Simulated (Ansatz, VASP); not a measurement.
# LaB6 in two plane-wave programs

Aim: how closely do two programs agree when they are given the same cell, functional and k mesh? The cell is taken from a series of runs on this material, whose earlier steps may have relaxed, scaled, displaced or heated it; both programs get it as it stands.

Calculated with Ansatz 0.2.0; plane waves, with VASP 6.6.1 beside it; zone-centre phonons at PBE.

## (1) Set-up

Symmetry: Pm-3m, No. 221, cubic system. Conventional cell: a = 4.155 Å, b = 4.155 Å, c = 4.155 Å, α = 90.00°, β = 90.00°, γ = 90.00°. La has 24 B at 3.05 Å nearest. Nearest to B lie 6 B at 1.66 to 2.49 Å and 4 La at 3.05 Å. Farther neighbours are not listed.

## (2) Ansatz: zone-centre phonons, PBE

Ansatz runs on its default PAW (the set named soft_2) files.

Second derivatives magnify differences that forces hide, and they need a tight electronic threshold.

input.yaml

```yaml
crystal:
  lattice:
    - [4.1546928052, 0.0, 0.0]
    - [0.0, 4.1546928052, 0.0]
    - [0.0, 0.0, 4.1546928052]
  atoms:
    - { symbol: La, position: [0.0, 0.0, 0.0] }
    - { symbol: B, position: [0.1998272938, 0.5, 0.5] }
    - { symbol: B, position: [0.5, 0.1998272938, 0.5] }
    - { symbol: B, position: [0.8001727062, 0.5, 0.5] }
    - { symbol: B, position: [0.5, 0.8001727062, 0.5] }
    - { symbol: B, position: [0.5, 0.5, 0.1998272938] }
    - { symbol: B, position: [0.5, 0.5, 0.8001727062] }
kpoints:
  mp_grid: { grid: [8, 8, 8] }
hamiltonian:
  xc: pbe
scf:
  occupations: { method: methfessel_paxton, width: 0.15 }
output:
  eigenvalues: true
phonons:
  method: dfpt
```

Started as:

```bash
> ansatz run input.yaml --threads 8 --pin off --max-ram 14336MiB --backend cpu --events-out ev --progress --plain --runs-dir out
```

Numbers of over 12 decimals in the logs are rounded to 6 here.

What it wrote:

```text
zone centre: on kpoints.mp_grid the ground state, and the responses unless they are solved on pairs of k-points, stand on 125 of the mesh's 512 k-points, reduced under 4 symmetry operations, with k and −k counted as one. Each operation leaves every solved displacement unchanged or reverses it
Engine: ansatz 0.2.0, x86_64-unknown-linux-gnu
Pseudopotentials: kind: paw
Pseudopotential: La, paw, valence charge 11, recommended cutoff 420 eV (normal), La.paw.azcp
Pseudopotential: B, paw, valence charge 3, recommended cutoff 420 eV (normal), B.paw.azcp
Functional definition: PBE
  parameter kappa = 0.804
  parameter beta = 0.066725
  exchange = pbe_x(kappa = kappa, mu = beta*pi^2/3)
  correlation = pbe_c(beta = beta)
Crystal: 7 atoms, lattice volume = 71.716 Å³
Basis set: ecut = 420 eV, 1365 PW (Γ), exchange–correlation on 60×60×60 points (8 copies of the dense FFT grid, shifted against one another)
Bands: 22, of which v1, the nominal top of the filled ones, is band 15 counted from 1 (14 counted from 0)
Symmetry: 48 space group operations
k-points: 125 of 512 (irreducible under 4 space group operations, time reversal used)
Non-local potential: La, projectors of the file, l = 0: 3, l = 1: 2, l = 2: 2, l = 3: 3
Non-local potential: B, projectors of the file, l = 0: 2, l = 1: 2, l = 2: 1
PAW form: soft (Blöchl's): semilocal exchange-correlation on the pseudo side does not see the compensation charge
PAW one-centre angular grid: La, 590 points (default); XC on 64 Gauss nodes
PAW one-centre angular grid: B, 110 points (default); XC on 64 Gauss nodes
Initial density: superposition of atomic densities (neutral atoms: chi_scale 0, normalization atom), corrected by the library's trained network
Initial wavefunctions: pseudopotential atomic-orbital guess
Functional: x = pbe(κ = 0.804, μ = 0.219515), c = pbe(β = 0.066725)
SCF iter   1: F=—  HF=-7189.514859 eV  |F-HF|=—  |Δ(HF+E_count)|=         —  Δρ=3.94e-3  dr2=1.15e-2  ethr=1.77e-3  ⟨swp⟩=4.5  Hψ=12388  notcnv=0
preconditioner: auto → Resta (q_TF=auto, 2.346 Å⁻¹)  ε∞=5.6  [insulator: Δε(μ)=0.136 eV  Ē_g=10.643 eV  σ=0.150 eV  W_gap=0.57  n_scr=18 (ndim 8)  ℏωp=22.8 eV  f_vac=0.000  D(μ)=0.82/eV (n_scr^D=0)  ε∞_Penn≈5.6]
SCF iter   2: F=—  HF=-7189.511323 eV  |F-HF|=—  |Δ(HF+E_count)|=   3.54e-3  S|Δr|=    0.00e0  Δρ=1.52e-3  dr2=1.39e-3  ethr=3.95e-5  ⟨swp⟩=2.0  Hψ=6171  notcnv=0  defer=150
SCF iter   3: F=—  HF=-7189.511056 eV  |F-HF|=—  |Δ(HF+E_count)|=   2.67e-4  S|Δr|=    0.00e0  Δρ=4.47e-4  dr2=1.34e-4  ethr=4.81e-6  ⟨swp⟩=2.2  Hψ=4190  notcnv=0  defer=150
SCF iter   4: F=—  HF=-7189.511063 eV  |F-HF|=—  |Δ(HF+E_count)|=   7.52e-6  S|Δr|=    0.00e0  Δρ=6.77e-5  dr2=3.25e-6  ethr=4.63e-7  ⟨swp⟩=2.8  Hψ=4395  notcnv=0  defer=150
SCF iter   5: F=—  HF=-7189.511063 eV  |F-HF|=—  |Δ(HF+E_count)|=   8.39e-8  S|Δr|=    0.00e0  Δρ=1.29e-5  dr2=1.22e-7  ethr=1.12e-8  ⟨swp⟩=2.2  Hψ=3927  notcnv=0  defer=150
SCF iter   6: F=—  HF=-7189.511064 eV  |F-HF|=—  |Δ(HF+E_count)|=   6.34e-7  S|Δr|=    0.00e0  Δρ=1.82e-6  dr2=2.43e-9  ethr=4.19e-10  ⟨swp⟩=2.8  Hψ=4495  notcnv=0  defer=150
SCF iter   7: F=—  HF=-7189.511064 eV  |F-HF|=—  |Δ(HF+E_count)|=   1.16e-9  S|Δr|=    0.00e0  Δρ=3.60e-7  dr2=9.13e-11  ethr=8.38e-12  ⟨swp⟩=2.0  Hψ=4250  notcnv=0  defer=150
SCF iter   8: F=-7189.511064 eV  HF=-7189.511064 eV  |F-HF|=2.73e-12  |Δ(HF+E_count)|=  3.64e-11  S|Δr|=    0.00e0  Δρ=5.02e-8  dr2=1.56e-12  ethr=1.00e-12  ⟨swp⟩=10.7  Hψ=14566  notcnv=0
SCF 1 converged in 8 iterations: F = -7189.511064 eV  dr2 = 1.56e-12
  greatest PAW one-centre occupation: 0.970 electrons in one spin orbital (limit 2), on the La atom at site 0 (counted from 0), in its partial waves of l = 0
DFPT response loops at Γ: preconditioner auto → Kerker (q_TF=auto, 2.346 Å⁻¹) (partly filled bands, converged f_vac=0.000); β = 1.00, the filter's whole step (`scf.mixing.beta` (0.50) is not read by the response loops under this deck's `scf.mixing.preconditioner`; to damp them name `kerker` or `kerker_dos`, under which they read `scf.mixing.beta`, and type it under 1.00, their step now; both keys bind the ground state too); Broyden in place of MSR1
SCF converged after 8 iterations
Stability not checked: this state was not tested for a lower state beside it, because cold or Methfessel-Paxton smearing, or corrected tetrahedra, fill the levels in a way that the test cannot read (fill_not_monotonic; see scf.lower_state_search)
Free energy (F): -7189.511064 eV
Harris-Foulkes:  -7189.511064 eV  (|F-HF|=2.73e-12)
Internal energy: -7189.510910 eV  (E = F + TS)
E sigma→0 (E₀):  -7189.511025 eV
Entropy (-TS):   -0.000154 eV (-0.022 meV/atom)
Fermi energy:    12.058501 eV
--- Per-component energies (eV) ---
  E_band       = 48.225084
  E_kinetic    = 492.434981
  E_local      = -387.237587  (includes V_loc(G=0)·N_el)
  E_nonlocal   = 165.958739
  E_hartree    = 119.469104
  E_xc         = -335.142820
  E_vxc        = -380.375190  (∫ρ·V_xc dr)
  E_paw        = -5889.718508  (= ΣΔE_a)
  E_vpaw       = -81.494041  (= ΣTr[D̂ρ^β])
  E_aug_tail   = -0.000017  (compensation charges beyond the density's cutoff)
  E_ewald      = -1355.274802
  E_smearing   = -0.000154  (= −TS)
  E_closure    = 0.000000  (closes the sum)
  Σ components = -7189.511064   (vs F -7189.511064, Δ=0.00e0)
--- Band table (eV; the first three rows and the last of 125) ---
  k-point 0: bands = [... 11 lower, 10.2682, 10.2682, 10.2682, 12.3245, 12.3245, 12.3245, 13.6399, 13.6399, ... 3 higher]
  k-point 1: bands = [... 11 lower, 9.8501, 9.8501, 10.3174, 11.6538, 12.7843, 12.7843, 13.6594, 13.9127, ... 3 higher]
  k-point 2: bands = [... 11 lower, 9.2262, 9.2262, 10.4435, 10.6756, 13.3747, 13.3747, 13.6548, 13.9857, ... 3 higher]
  k-point 124: bands = [... 11 lower, 9.7324, 9.7324, 9.7324, 13.5416, 13.8186, 13.8186, 13.8186, 13.8333, ... 3 higher]
--- Phonons (Γ-DFPT): 3 representative perturbations + reference, on 125 of 512 k-points (Σ response iterations 9) ---
  k mesh reduced under 4 symmetry operations, with k and −k counted as one. Each operation leaves every solved displacement unchanged or reverses it
  ASR residual: 3.659e-5 → 0.000e0 eV/Å²; symmetrization residual: 5.106e-7 eV/Å²
  ASR residual per site (eV/Å²): 3.66e-5 8.10e-6 8.10e-6 8.10e-6 8.10e-6 8.10e-6 8.10e-6
  Γ frequencies (cm⁻¹): 0.00 0.00 0.00 182.01 182.01 182.01 503.92 503.92 503.92 569.45 569.45 569.45 689.83 689.83 689.83 843.32 843.32 843.32 1110.35 1110.35 1251.77
  non-analytic LO–TO correction: not included (Born effective charges unavailable; polar crystals: no LO–TO splitting at Γ)
```

[end of part 1 of 3]

[Lines on the potential files, build, host, timing and source positions are cut from VASP's logs without a mark.]

[Logs are printed without paths, hosts, clocks, repeated set-up lines and the standing remarks that a program may print on its own settings, such as how far it seeks lower states.]

[Hosts, paths, dates, database ids (printed as entryN), source tags and the programs' standing remarks are cut or masked in the printed files.]
